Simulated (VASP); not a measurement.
# RbPd (Fm-3m) in VASP: notebook, part 2 of 2

VASP 6.6.1.

## 3. Relaxation of cell and atoms, LDA

Contents of INCAR:

```
PREC = Accurate ; ENCUT = 600
EDIFF = 1E-6 ; ISMEAR = 1
SIGMA = 0.2 ; LREAL = F
LASPH = T ; NELM = 80
ALGO = Normal ; ISIF = 3
LWAVE = F ; LCHARG = F
IBRION = 2 ; NSW = 60
EDIFFG = -0.005
```

Contents of KPOINTS:

```
Automatic mesh
0
Gamma
  7 7 7
```

Contents of POSCAR:

```
RbPd
1.0
    0.0000000000      3.3440200000      3.3440200000
    3.3440200000      0.0000000000      3.3440200000
    3.3440200000      3.3440200000      0.0000000000
Rb Pd
1 1
Direct
    0.5000000000      0.5000000000      0.5000000000
    0.0000000000      0.0000000000      0.0000000000
```

Potentials or basis: VASP PAW LDA potentials, release 64 (Rb_sv, Pd).

The run is started by

```sh
cat potpaw_LDA.64/Rb_sv/POTCAR potpaw_LDA.64/Pd/POTCAR > POTCAR
mpirun -np 1 vasp_std > vasp.out
```

OUTCAR:

```text
PREC = Accurate
   ENCUT = 600
   EDIFF = 1E-6
   ISMEAR = 1
   LREAL = F
   LASPH = T
   NELM = 80
   ISIF = 3
   IBRION = 2
   NSW = 60
   EDIFFG = -0.005

 ion  position               nearest neighbor table
   1  0.500  0.500  0.500-   2 3.34   2 3.34   2 3.34   2 3.34   2 3.34   2 3.34
   2  0.000  0.000  0.000-   1 3.34   1 3.34   1 3.34   1 3.34   1 3.34   1 3.34

  LATTYP: Found a face centered cubic cell.
 ALAT       =     6.6880400000

  Lattice vectors:

 A1 = (   0.0000000000,   3.3440200000,   3.3440200000)
 A2 = (   3.3440200000,   0.0000000000,   3.3440200000)
 A3 = (   3.3440200000,   3.3440200000,   0.0000000000)

Analysis of symmetry for initial positions (statically):
=====================================================================
 Subroutine PRICEL returns:
 Original cell was already a primitive cell.

 Routine SETGRP: Setting up the symmetry group for a
 face centered cubic supercell.

 Subroutine GETGRP returns: Found 48 space group operations
 (whereof 48 operations were pure point group operations)
 out of a pool of 48 trial point group operations.

The static configuration has the point symmetry O_h .

Analysis of symmetry for dynamics (positions and initial velocities):
=====================================================================
 Subroutine PRICEL returns:
 Original cell was already a primitive cell.

 Routine SETGRP: Setting up the symmetry group for a
 face centered cubic supercell.

 Subroutine GETGRP returns: Found 48 space group operations
 (whereof 48 operations were pure point group operations)
 out of a pool of 48 trial point group operations.

The dynamic configuration has the point symmetry O_h .

 Subroutine INISYM returns: Found 48 space group operations
 (whereof 48 operations are pure point group operations),
 and found     1 'primitive' translations

[... 105 lines left out ...]
   EFERMI_NEDOS =   21; number of points for ismear=-14 and -15
   IALGO  =     38    algorithm
   IMIX   =      4    mixing-type and parameters
     AMIX     =   0.40;   BMIX     =  1.00
     AMIX_MAG =   1.60;   BMIX_MAG =  1.00
  volume/ion in A,a.u.               =      37.39       252.35
  Fermi-wavevector in a.u.,A,eV,Ry     =   1.036845  1.959353 14.626910  1.075048
  Thomas-Fermi vector in A             =   2.171255
   LORBIT       =      0    0 simple, 1 ext, 2 COOP (PROOUT), +10 PAW based schemes
   GGA     = CA    functional components
   LHFCALC =     F    Hartree Fock is set to
   AEXX    =    0.0000 exact exchange contribution
   IVDW    =     0    specifies the selected vdW correction
   LEPSILON=     F    determine dielectric tensor
   LRPA    =     F    only Hartree local field effects (RPA)
 conjugate gradient relaxation of ions
 non-spin polarized calculation
 Methfessel and Paxton  Order N= 1 SIGMA  =   0.20
  energy-cutoff  :      600.00
  volume of cell :       74.79
 maximum number of plane-waves:      2529
 NGX is ok and might be reduce to    40
   NGX = 19   NGY = 19   NGZ = 19

--------------------------------------- Ionic step        1  -------------------------------------------

 number of electron      19.0000001 magnetization

 Free energy of the ion-electron system (eV)
  ---------------------------------------------------
  ext. energy  EPLUGINS =         0.00000000
  ---------------------------------------------------
  free energy    TOTEN  =        -5.77329613 eV

  energy without entropy =       -5.77795780  energy(sigma->0) =       -5.77485002

------------------------ aborting loop because EDIFF is reached ----------------------------------------

  FORCE on cell =-STRESS in cart. coord.  units (eV):
  Direction    XX          YY          ZZ          XY          YZ          ZX
  --------------------------------------------------------------------------------------
  -------------------------------------------------------------------------------------
  Total       -1.2643837     -1.2643837     -1.2643837      0.0000000      0.0000000      0.0000000
  in kB      -27.0864989    -27.0864989    -27.0864989      0.0000000      0.0000000      0.0000000
  external PRESSURE =     -27.0864989 kB  Pullay stress =       0.0000000 kB
[... 203 lines left out ...]
--------------------------------------- Ionic step        7  -------------------------------------------

 number of electron      19.0000002 magnetization

 Free energy of the ion-electron system (eV)
  ---------------------------------------------------
  ext. energy  EPLUGINS =         0.00000000
  ---------------------------------------------------
  free energy    TOTEN  =        -5.94171502 eV

  energy without entropy =       -5.93748818  energy(sigma->0) =       -5.94030608

 E-fermi :   2.2405     XC(G=0):  -9.4111

 val. band max:        2.2013966820   @ k =  -0.4286   0.4286   0.0000
 cond. band min:       2.2938444197   @ k =   0.4286   0.0000   0.0000
 fundamental gap:      0.0924477377
 Fermi energy:         2.2405430998

 k-point     1 :       0.0000    0.0000    0.0000
  band No.  band energies     occupation
      1     -24.2779      2.00000
      2      -8.3542      2.00000
      3      -8.3542      2.00000
      4      -8.3542      2.00000
      5      -0.5278      2.00000
      6       0.5816      2.00000
      7       0.5816      2.00000
      8       0.6115      2.00000
      9       0.6115      2.00000
     10       0.6115      2.00000
     11       8.8410      0.00000
     12       8.8410      0.00000
     13       8.8410      0.00000
[... 331 lines left out ...]
  FREE ENERGIE OF THE ION-ELECTRON SYSTEM (eV)
  ---------------------------------------------------
  free  energy   TOTEN  =        -5.9417150230 eV

  energy  without entropy=       -5.9374881791  energy(sigma->0) =       -5.94030608

 reached required accuracy - stopping structural energy minimisation
```

CONTCAR:

```text
RbPd
   1.00000000000000
     0.0000000000000000    3.0863961892732004    3.0863961892732004
     3.0863961892732004    0.0000000000000000    3.0863961892732004
     3.0863961892732004    3.0863961892732004    0.0000000000000000
  Rb              Pd
     1     1
Direct
     0.5000000000000000    0.5000000000000000    0.5000000000000000
     0.0000000000000000    0.0000000000000000    0.0000000000000000

  0.00000000E+00  0.00000000E+00  0.00000000E+00
  0.00000000E+00  0.00000000E+00  0.00000000E+00
```

Run time: 68 s. Hardware: 1 thread of Intel Xeon 6975P-C (Granite Rapids), shared host; peak memory 0.21 GiB.

Results:

```
Free energy                            : -5.9417 eV
Relaxed volume                         : 29.40 Å³/atom
Relaxed cell                           : a = 4.365 Å, b = 4.365 Å, c = 4.365 Å, α = 60.00°, β = 60.00°, γ = 60.00°
Space group after relaxing (to 0.05 Å) : Fm-3m (No. 225)
Energy gained by relaxing              : 84.2 meV/atom
Ionic steps                            : 7
Pressure after relaxing                : 0.0 GPa
Band gap on the k mesh                 : none (metal or under the smearing width)
```

Step by step:
```tsv
step	energy change (eV)	largest force (eV/Å)	pressure (GPa)	volume (Å³)
1	0.0000	0.0000	-2.71	74.79
2	-0.1001	0.0000	-2.03	68.15
3	-0.1630	0.0000	-0.69	61.22
4	-0.1681	0.0000	0.19	58.32
5	-0.1684	0.0000	-0.03	58.93
6	-0.1684	0.0000	0.08	58.64
7	-0.1684	0.0000	0.02	58.80
```

Final structure:
```yaml
crystal:
  lattice:
    - [0.00000, 3.08640, 3.08640]
    - [3.08640, 0.00000, 3.08640]
    - [3.08640, 3.08640, 0.00000]
  atoms:
    - { symbol: Rb, position: [0.50000, 0.50000, 0.50000] }
    - { symbol: Pd, position: [0.00000, 0.00000, 0.00000] }
```

Levels at points of the mesh, in eV from the Fermi level:
| k point | band 7 | band 8 | band 9 | band 10 | band 11 | band 12 | band 13 |
| --- | --- | --- | --- | --- | --- | --- | --- |
| (0.00, 0.00, 0.00) | -1.66 | -1.63 | -1.63 | -1.63 | 6.60 | 6.60 | 6.60 |

Caveat: the volume moved by over 15 % at a fixed basis, so the end points are rough.
